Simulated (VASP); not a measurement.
# Aluminum: structure and properties in VASP, part 3 of 4

Aim: relax Aluminum with SCAN, compute its properties on that cell and hold them against experiment. Left out of this account: 1 further run (core levels: core levels are not valid at this level). The start is a cell from a database of measured crystal structures.

VASP 6.6.1; SCAN; plane waves and PAW (Al).

Still holding for the runs below: This run has no spin polarisation. Its electron count is odd, so without a moment it is a metal by construction.

So far. Step 5 (Band structure (SCAN)): There is no gap at this level. Step 5 (Band structure (SCAN)): Of the bands kept, 2 cross the Fermi level on this path.

## (6) Density of states (SCAN)

Here the states are counted by energy and projected on the atoms. The mesh is finer than in the run before.

INCAR reads:

```
SYSTEM = Al
PREC = Accurate
ENCUT = 400
EDIFF = 1E-06
NELM = 100
ISMEAR = -5
SIGMA = 0.2
LREAL = .FALSE.
ALGO = Normal
METAGGA = SCAN
LASPH = .TRUE.
NBANDS = 12
LORBIT = 11
LWAVE = .FALSE.
LCHARG = .FALSE.
KPAR = 2
NEDOS = 2001
```

POSCAR reads:

```
Al
1.0
    0.0000000000      2.0027036724      2.0027036724
    2.0027036724      0.0000000000      2.0027036724
    2.0027036724      2.0027036724      0.0000000000
Al
1
Direct
    0.0000000000      0.0000000000      0.0000000000
```

KPOINTS reads:

```
Automatic mesh
0
Gamma
12 12 12
0 0 0
```

Potentials, in the order of the species: Al (PBE family, release 64).

Command:

```sh
$ mpirun -np 2 vasp_std
```

Output:

```text
[... set-up lines as in an earlier step ...]
 entering main loop
       N       E                     dE             d eps       ncg     rms          rms(c)
DAV:   1    -0.465120173357E+01   -0.46512E+01   -0.68350E+02  1752   0.107E+02
DAV:   2    -0.794251749377E+01   -0.32913E+01   -0.32615E+01  2392   0.302E+01
DAV:   3    -0.798042113917E+01   -0.37904E-01   -0.38070E-01  2132   0.227E+00
DAV:   4    -0.798054715353E+01   -0.12601E-03   -0.12671E-03  2120   0.154E-01
DAV:   5    -0.798054809685E+01   -0.94332E-06   -0.94474E-06  2208   0.118E-02    0.309E+00
DAV:   6    -0.775496698236E+01    0.22558E+00   -0.91805E-02  1748   0.987E-01    0.180E+00
DAV:   7    -0.774562652534E+01    0.93405E-02   -0.45432E-02  1748   0.883E-01    0.101E-01
DAV:   8    -0.774642470663E+01   -0.79818E-03   -0.36421E-03  1932   0.248E-01    0.120E-01
DAV:   9    -0.774688138449E+01   -0.45668E-03   -0.49514E-03  1756   0.260E-01    0.446E-02
DAV:  10    -0.774689295609E+01   -0.11572E-04   -0.12840E-04  1956   0.569E-02    0.504E-02
DAV:  11    -0.774689004167E+01    0.29144E-05   -0.88374E-06  2160   0.148E-02    0.442E-02
DAV:  12    -0.774688382692E+01    0.62148E-05   -0.86587E-06  1920   0.937E-03    0.316E-02
DAV:  13    -0.774686031552E+01    0.23511E-04   -0.36703E-05  1800   0.212E-02    0.565E-03
DAV:  14    -0.774685022350E+01    0.10092E-04   -0.45494E-06  1992   0.909E-03    0.325E-03
DAV:  15    -0.774684272075E+01    0.75028E-05   -0.22846E-06  1808   0.704E-03    0.132E-03
DAV:  16    -0.774684198032E+01    0.74043E-06   -0.79272E-08  1296   0.117E-03
   1 F= -.77468420E+01 E0= -.77468420E+01  d E =0.000000E+00
 -----------------------------------------------------------------------------
|                                                                             |
|           W    W    AA    RRRRR   N    N  II  N    N   GGGG   !!!           |
|           W    W   A  A   R    R  NN   N  II  NN   N  G    G  !!!           |
|           W    W  A    A  R    R  N N  N  II  N N  N  G       !!!           |
|           W WW W  AAAAAA  RRRRR   N  N N  II  N  N N  G  GGG   !            |
|           WW  WW  A    A  R   R   N   NN  II  N   NN  G    G                |
|           W    W  A    A  R    R  N    N  II  N    N   GGGG   !!!           |
|                                                                             |
|     Tetrahedron method does not include variations of the Fermi             |
|     occupations, so forces and stress will be inaccurate. We suggest        |
|     using a different smearing scheme ISMEAR = 1 or 2 for metals in         |
|     relaxations.                                                            |
|                                                                             |
 -----------------------------------------------------------------------------
```

Elapsed: 22 s, on 2 MPI ranks of Intel Xeon 6975P-C (Granite Rapids), shared host; peak memory 0.22 GiB; 38 s of CPU time.

OUTCAR, selected parts (step 6):

```text
   k-points           NKPTS =     72   k-points in BZ     NKDIM =     72   number of bands    NBANDS=     12

   NELECT =       3.0000    total number of electrons

 E-fermi :   8.3078

 k-point     1 :       0.0000    0.0000    0.0000
  band No.  band energies     occupation
      1      -3.4363      2.00000
      2      21.5554      0.00000
      3      21.5554      0.00000
      4      21.5554      0.00000
      5      23.3027      0.00000
      6      23.3027      0.00000
    ...

  Total       -0.0532210     -0.0532210     -0.0532210     -0.0000000     -0.0000000     -0.0000000
  in kB       -5.3077891     -5.3077891     -5.3077891     -0.0000000     -0.0000000     -0.0000000
  external PRESSURE =      -5.3077891 kB  Pullay stress =       0.0000000 kB

  FREE ENERGIE OF THE ION-ELECTRON SYSTEM (eV)
  ---------------------------------------------------
  free  energy   TOTEN  =        -7.7468419803 eV

  energy  without entropy=       -7.7468419803  energy(sigma->0) =       -7.74684198

[... 7 parts as in an earlier step ...]

[... 10 further parts left out ...]
```

With tetrahedra the forces and stress of a metal are not exact derivatives of the energy.

This step gave:

| Item | Value |
| --- | --- |
| SCF cycles | 16 |
| irreducible k-points | 72 |
| free energy (TOTEN) | -7.747 eV |
| Fermi energy | 8.308 eV |
| pressure | -0.5308 GPa |
| DOS at the Fermi level | 0.2906 states/eV/cell |

The density of states has structure finer than the step of the table below, so its rows give means over 0.5 eV, whole bins alone (the curve runs from -12.0 to 7.99 eV). Peaks (eV: height): total -2.95: 0.381, -1.34: 0.499, -0.91: 0.718, 6.16: 0.629; Al p -2.98: 0.06, -1.34: 0.0792, -0.91: 0.12, 6.16: 0.148; Al s -6.98: 0.0448, -2.87: 0.0413, -1.34: 0.0454, -0.91: 0.054, 0.84: 0.0484, 2.72: 0.0513.

States under -12.0 eV and over 8.0 eV are left out. The density of states by energy, zero at the Fermi level; means over each step; values in states/eV/cell:

```
energy (eV)   total     Al p    Al s
      -11.5  0.0397   3.1e-4  0.0109
      -11.0  0.0877  0.00146  0.0233
      -10.5   0.117  0.00302  0.0301
      -10.0   0.139  0.00507  0.0341
       -9.5   0.161  0.00736  0.0380
       -9.0   0.178  0.00996  0.0400
       -8.5   0.196   0.0126  0.0423
       -8.0   0.211   0.0157  0.0432
       -7.5   0.226   0.0189  0.0439
       -7.0   0.242   0.0223  0.0445
       -6.5   0.255   0.0263  0.0437
       -6.0   0.272   0.0312  0.0424
       -5.5   0.312   0.0401  0.0429
       -5.0   0.317   0.0443  0.0388
       -4.5   0.301   0.0454  0.0323
       -4.0   0.280   0.0434  0.0290
       -3.5   0.361   0.0556  0.0392
       -3.0   0.372   0.0590  0.0393
       -2.5   0.336   0.0511  0.0386
       -2.0   0.271   0.0402  0.0322
       -1.5   0.361   0.0568  0.0360
       -1.0   0.458   0.0710  0.0421
       -0.5   0.358   0.0546  0.0320
        0.0   0.301   0.0470  0.0256
        0.5   0.386   0.0560  0.0389
        1.0   0.441   0.0639  0.0438
        1.5   0.412   0.0611  0.0385
        2.0   0.393   0.0589  0.0360
        2.5   0.422   0.0623  0.0438
        3.0   0.437   0.0657  0.0474
        3.5   0.445   0.0687  0.0449
        4.0   0.468   0.0743  0.0467
        4.5   0.470   0.0782  0.0478
        5.0   0.480   0.0880  0.0448
        5.5   0.527    0.106  0.0436
        6.0   0.574    0.127  0.0405
        6.5   0.552    0.124  0.0353
        7.0   0.523    0.118  0.0306
        7.5   0.511    0.115  0.0267
```

The finer mesh and the other smearing move the Fermi level by +0.01 eV from the 8×8×8 run, a small shift, which tests the Fermi level alone.

## (7) Volume scan with SCAN, volume scale 0.94

An equation of state needs energies on both sides of the minimum, all on one mesh and cutoff.

INCAR reads:

```
SYSTEM = Al
PREC = Accurate
ENCUT = 400
EDIFF = 1E-06
NELM = 100
ISMEAR = 1
SIGMA = 0.2
LREAL = .FALSE.
ALGO = Normal
METAGGA = SCAN
LASPH = .TRUE.
NBANDS = 7
LORBIT = 11
LWAVE = .FALSE.
LCHARG = .FALSE.
KPAR = 2
ISIF = 2
```

POSCAR reads:

```
Al
1.0
    0.0000000000      1.9618206974      1.9618206974
    1.9618206974      0.0000000000      1.9618206974
    1.9618206974      1.9618206974      0.0000000000
Al
1
Direct
    0.0000000000      0.0000000000      0.0000000000
```

KPOINTS reads:

```
Automatic mesh
0
Gamma
8 8 8
0 0 0
```

Command:

```sh
$ mpirun -np 2 vasp_std
```

Output:

```text
[... set-up lines as in an earlier step ...]
 entering main loop
       N       E                     dE             d eps       ncg     rms          rms(c)
DAV:   1    -0.697257645770E+01   -0.69726E+01   -0.81275E+02   434   0.188E+02
DAV:   2    -0.793282552739E+01   -0.96025E+00   -0.95057E+00   574   0.187E+01
DAV:   3    -0.793641899702E+01   -0.35935E-02   -0.35928E-02   581   0.123E+00
DAV:   4    -0.793642559876E+01   -0.66017E-05   -0.66014E-05   616   0.424E-02
DAV:   5    -0.793642561086E+01   -0.12103E-07   -0.11799E-07   560   0.123E-03    0.327E+00
DAV:   6    -0.771839630282E+01    0.21803E+00   -0.95006E-02   406   0.166E+00    0.192E+00
DAV:   7    -0.771456417071E+01    0.38321E-02   -0.60871E-02   406   0.150E+00    0.122E-01
DAV:   8    -0.771641256438E+01   -0.18484E-02   -0.48225E-03   483   0.453E-01    0.143E-01
DAV:   9    -0.771724701808E+01   -0.83445E-03   -0.47297E-03   420   0.490E-01    0.511E-02
DAV:  10    -0.771722462327E+01    0.22395E-04   -0.37462E-04   490   0.158E-01    0.539E-02
DAV:  11    -0.771721580998E+01    0.88133E-05   -0.39818E-05   581   0.467E-02    0.366E-02
DAV:  12    -0.771721827334E+01   -0.24634E-05   -0.12312E-05   490   0.213E-02    0.243E-02
DAV:  13    -0.771721816649E+01    0.10685E-06   -0.37491E-06   511   0.148E-02
   1 F= -.77172182E+01 E0= -.77173180E+01  d E =0.299581E-03
```

The job ended after 7.6 s (2 MPI ranks; peak memory 0.2 GiB; 12 s of CPU time).

OUTCAR, selected parts (step 7):

```text
   ENCUT  =  400.0 eV  29.40 Ry    5.42 a.u.   4.52  4.52  4.52*2*pi/ulx,y,z

   NELECT =       3.0000    total number of electrons

 E-fermi :   8.9581

 k-point     1 :       0.0000    0.0000    0.0000
  band No.  band energies     occupation
      1      -3.2331      2.00000
      2      22.6330      0.00000
      3      22.6330      0.00000
      4      22.6330      0.00000
      5      24.8962      0.00000
      6      24.8962      0.00000
    ...

  Total        0.5801450      0.5801450      0.5801450     -0.0000000      0.0000000      0.0000000
  in kB       61.5515799     61.5515799     61.5515799     -0.0000000      0.0000000      0.0000000
  external PRESSURE =      61.5515799 kB  Pullay stress =       0.0000000 kB

  FREE ENERGIE OF THE ION-ELECTRON SYSTEM (eV)
  ---------------------------------------------------
  free  energy   TOTEN  =        -7.7172181665 eV

  energy  without entropy=       -7.7175177476  energy(sigma->0) =       -7.71731803

[... 6 parts as in an earlier step ...]

[... 11 further parts left out ...]
```

The scan keeps the cell's shape and the fractional positions fixed.

Numbers from this step:

| Property | Result |
| --- | --- |
| SCF cycles | 13 |
| bands | 7 |
| irreducible k-points | 29 |
| free energy (TOTEN) | -7.717 eV |
| energy at zero smearing | -7.717 eV |
| Fermi energy | 8.958 eV |
| pressure | 6.155 GPa |

The pressure here is 6.16 GPa.

## (8) Volume scan with SCAN, volume scale 0.96

INCAR is that of step 7.

POSCAR reads:

```
Al
1.0
    0.0000000000      1.9756367913      1.9756367913
    1.9756367913      0.0000000000      1.9756367913
    1.9756367913      1.9756367913      0.0000000000
Al
1
Direct
    0.0000000000      0.0000000000      0.0000000000
```

KPOINTS is that of step 7.

Command:

```sh
$ mpirun -np 2 vasp_std
```

Output:

```text
[... set-up lines as in an earlier step ...]
 entering main loop
       N       E                     dE             d eps       ncg     rms          rms(c)
DAV:   1    -0.675538460346E+01   -0.67554E+01   -0.76879E+02   427   0.186E+02
DAV:   2    -0.794336312028E+01   -0.11880E+01   -0.11796E+01   532   0.204E+01
DAV:   3    -0.795044756106E+01   -0.70844E-02   -0.70837E-02   574   0.171E+00
DAV:   4    -0.795045818962E+01   -0.10629E-04   -0.10629E-04   609   0.586E-02
DAV:   5    -0.795045823212E+01   -0.42501E-07   -0.41030E-07   546   0.241E-03    0.321E+00
DAV:   6    -0.773058577449E+01    0.21987E+00   -0.96127E-02   420   0.167E+00    0.188E+00
DAV:   7    -0.772467041325E+01    0.59154E-02   -0.54469E-02   413   0.150E+00    0.117E-01
DAV:   8    -0.772637283854E+01   -0.17024E-02   -0.46999E-03   483   0.447E-01    0.132E-01
DAV:   9    -0.772725419466E+01   -0.88136E-03   -0.47044E-03   420   0.458E-01    0.523E-02
DAV:  10    -0.772723938193E+01    0.14813E-04   -0.18675E-04   546   0.114E-01    0.500E-02
DAV:  11    -0.772723620444E+01    0.31775E-05   -0.18818E-05   595   0.348E-02    0.365E-02
DAV:  12    -0.772724101993E+01   -0.48155E-05   -0.11621E-05   504   0.188E-02    0.219E-02
DAV:  13    -0.772724215007E+01   -0.11301E-05   -0.67362E-06   497   0.187E-02    0.619E-03
DAV:  14    -0.772724253818E+01   -0.38811E-06   -0.18703E-06   532   0.110E-02
   1 F= -.77272425E+01 E0= -.77274172E+01  d E =0.524047E-03
```

The job ended after 7.4 s (2 MPI ranks; peak memory 0.2 GiB).

OUTCAR, selected parts (step 8):

```text
   ENCUT  =  400.0 eV  29.40 Ry    5.42 a.u.   4.56  4.56  4.56*2*pi/ulx,y,z

   NELECT =       3.0000    total number of electrons

 E-fermi :   8.7292

 k-point     1 :       0.0000    0.0000    0.0000
  band No.  band energies     occupation
      1      -3.3046      2.00000
      2      22.2639      0.00000
      3      22.2639      0.00000
      4      22.2639      0.00000
      5      24.3437      0.00000
      6      24.3437      0.00000
    ...

  Total        0.3753533      0.3753533      0.3753533      0.0000000     -0.0000000     -0.0000000
  in kB       38.9941547     38.9941547     38.9941547      0.0000000     -0.0000000     -0.0000000
  external PRESSURE =      38.9941547 kB  Pullay stress =       0.0000000 kB

 POSITION                                       TOTAL-FORCE (eV/Angst)
 -----------------------------------------------------------------------------------
      0.00000      0.00000      0.00000         0.000000     -0.000000     -0.000000
 -----------------------------------------------------------------------------------
    total drift:                                0.000000      0.000000      0.000000

  FREE ENERGIE OF THE ION-ELECTRON SYSTEM (eV)
  ---------------------------------------------------
  free  energy   TOTEN  =        -7.7272425382 eV

  energy  without entropy=       -7.7277665854  energy(sigma->0) =       -7.72741722

[... 5 parts as in an earlier step ...]

[... 11 further parts left out ...]
```

Numbers from this step:

| Property | Result |
| --- | --- |
| SCF cycles | 14 |
| free energy (TOTEN) | -7.727 eV |
| energy at zero smearing | -7.727 eV |
| Fermi energy | 8.729 eV |
| pressure | 3.899 GPa |

The pressure falls from 6.16 to 3.90 GPa.

The run ends at a pressure of 3.90 GPa.

## (9) Volume scan with SCAN, volume scale 0.98

INCAR is that of step 8.

POSCAR reads:

```
Al
1.0
    0.0000000000      1.9892623032      1.9892623032
    1.9892623032      0.0000000000      1.9892623032
    1.9892623032      1.9892623032      0.0000000000
Al
1
Direct
    0.0000000000      0.0000000000      0.0000000000
```

KPOINTS is that of step 8.

Command:

```sh
$ mpirun -np 2 vasp_std
```

Output:

```text
[... set-up lines as in an earlier step ...]
 entering main loop
       N       E                     dE             d eps       ncg     rms          rms(c)
DAV:   1    -0.671195037530E+01   -0.67120E+01   -0.77490E+02   420   0.188E+02
DAV:   2    -0.795495839974E+01   -0.12430E+01   -0.12248E+01   525   0.201E+01
DAV:   3    -0.796180100152E+01   -0.68426E-02   -0.68418E-02   574   0.172E+00
DAV:   4    -0.796181698358E+01   -0.15982E-04   -0.15982E-04   637   0.703E-02
[...]
DAV:  12    -0.773295147569E+01   -0.80738E-05   -0.22100E-05   511   0.242E-02    0.136E-02
DAV:  13    -0.773295322122E+01   -0.17455E-05   -0.78068E-06   532   0.196E-02    0.494E-03
DAV:  14    -0.773295365905E+01   -0.43783E-06   -0.17652E-06   546   0.989E-03
   1 F= -.77329537E+01 E0= -.77330696E+01  d E =0.347957E-03
```

Run time: 8.4 s. Hardware: 2 MPI ranks; peak memory 0.2 GiB; 13 s of CPU time.

From OUTCAR (step 9):

```text
  Total        0.1817380      0.1817380      0.1817380     -0.0000000     -0.0000000      0.0000000
  in kB       18.4948221     18.4948221     18.4948221     -0.0000000     -0.0000000      0.0000000
  external PRESSURE =      18.4948221 kB  Pullay stress =       0.0000000 kB

 POSITION                                       TOTAL-FORCE (eV/Angst)
 -----------------------------------------------------------------------------------
      0.00000      0.00000      0.00000        -0.000000      0.000000      0.000000
 -----------------------------------------------------------------------------------
    total drift:                               -0.000000      0.000000      0.000000

  FREE ENERGIE OF THE ION-ELECTRON SYSTEM (eV)
  ---------------------------------------------------
  free  energy   TOTEN  =        -7.7329536591 eV

  energy  without entropy=       -7.7333016158  energy(sigma->0) =       -7.73306964

[... 1 part as in an earlier step ...]

[... 2 further parts left out ...]
[key lines of the parts left out:]
E-fermi :   8.5122
```

The pressure falls from 3.90 to 1.85 GPa.

The run ends at a pressure of 1.85 GPa.

## (10) Volume scan with SCAN, volume scale 1

INCAR is that of step 9.

POSCAR reads:

```
Al
1.0
    0.0000000000      2.0027036724      2.0027036724
    2.0027036724      0.0000000000      2.0027036724
    2.0027036724      2.0027036724      0.0000000000
Al
1
Direct
    0.0000000000      0.0000000000      0.0000000000
```

KPOINTS is that of step 9.

Command:

```sh
$ mpirun -np 2 vasp_std
```

Output:

```text
[... set-up lines as in an earlier step ...]
 entering main loop
       N       E                     dE             d eps       ncg     rms          rms(c)
[... 14 cycles as in an earlier step ...]
   1 F= -.77347802E+01 E0= -.77347869E+01  d E =0.201011E-04
```

It took 7 s on 2 MPI ranks; peak memory 0.2 GiB.

Parts of OUTCAR (step 10):

```text
[... 6 parts as in an earlier step ...]

[... 1 further part left out ...]
[key lines of the parts left out:]
E-fermi :   8.3036
```

The pressure falls from 1.85 to 0.01 GPa.

The run ends at a pressure of 0.01 GPa.

## (11) Volume scan with SCAN, volume scale 1.02

INCAR is that of step 10.

POSCAR reads:

```
Al
1.0
    0.0000000000      2.0159669972      2.0159669972
    2.0159669972      0.0000000000      2.0159669972
    2.0159669972      2.0159669972      0.0000000000
Al
1
Direct
    0.0000000000      0.0000000000      0.0000000000
```

KPOINTS is that of step 10.

Command:

```sh
$ mpirun -np 2 vasp_std
```

Output:

```text
[... set-up lines as in an earlier step ...]
 entering main loop
       N       E                     dE             d eps       ncg     rms          rms(c)
DAV:   1    -0.645150051586E+01   -0.64515E+01   -0.70205E+02   427   0.175E+02
DAV:   2    -0.796489010829E+01   -0.15134E+01   -0.14732E+01   560   0.221E+01
DAV:   3    -0.797261026085E+01   -0.77202E-02   -0.77200E-02   546   0.172E+00
DAV:   4    -0.797261641963E+01   -0.61588E-05   -0.61589E-05   616   0.507E-02
[...]
DAV:  12    -0.773316791727E+01   -0.24655E-04   -0.13205E-04   469   0.684E-02    0.192E-02
DAV:  13    -0.773316871205E+01   -0.79478E-06   -0.11926E-05   532   0.230E-02    0.612E-03
DAV:  14    -0.773316861777E+01    0.94279E-07   -0.53713E-06   504   0.164E-02
   1 F= -.77331686E+01 E0= -.77330960E+01  d E =-.217784E-03
```

Run time: 11 s. Hardware: 2 MPI ranks; peak memory 0.21 GiB; 16 s of CPU time.

Parts of OUTCAR (step 11):

```text
  Total       -0.1659047     -0.1659047     -0.1659047      0.0000000      0.0000000     -0.0000000
  in kB      -16.2214238    -16.2214238    -16.2214238      0.0000000      0.0000000     -0.0000000
  external PRESSURE =     -16.2214238 kB  Pullay stress =       0.0000000 kB

 POSITION                                       TOTAL-FORCE (eV/Angst)
 -----------------------------------------------------------------------------------
      0.00000      0.00000      0.00000         0.000000      0.000000      0.000000
 -----------------------------------------------------------------------------------
    total drift:                                0.000000      0.000000     -0.000000

  FREE ENERGIE OF THE ION-ELECTRON SYSTEM (eV)
  ---------------------------------------------------
  free  energy   TOTEN  =        -7.7331686178 eV

  energy  without entropy=       -7.7329508343  energy(sigma->0) =       -7.73309602

[... 1 part as in an earlier step ...]

[... 2 further parts left out ...]
[key lines of the parts left out:]
E-fermi :   8.1013
```

The pressure falls from 0.01 to -1.62 GPa.

The run ends at a pressure of -1.62 GPa.

(Part 3 of 4 ends here.)

[Lines on the potential files, build, host, timing and source positions are cut from VASP's logs without a mark.]

[Logs are printed without paths, hosts, clocks, repeated set-up lines and the standing remarks that a program may print on its own settings, such as how far it seeks lower states.]

[Hosts, paths, dates, database ids (printed as entryN), source tags and the programs' standing remarks are cut or masked in the printed files.]

[A measured line is paired with the nearest computed mode of its activity, which favours agreement.]
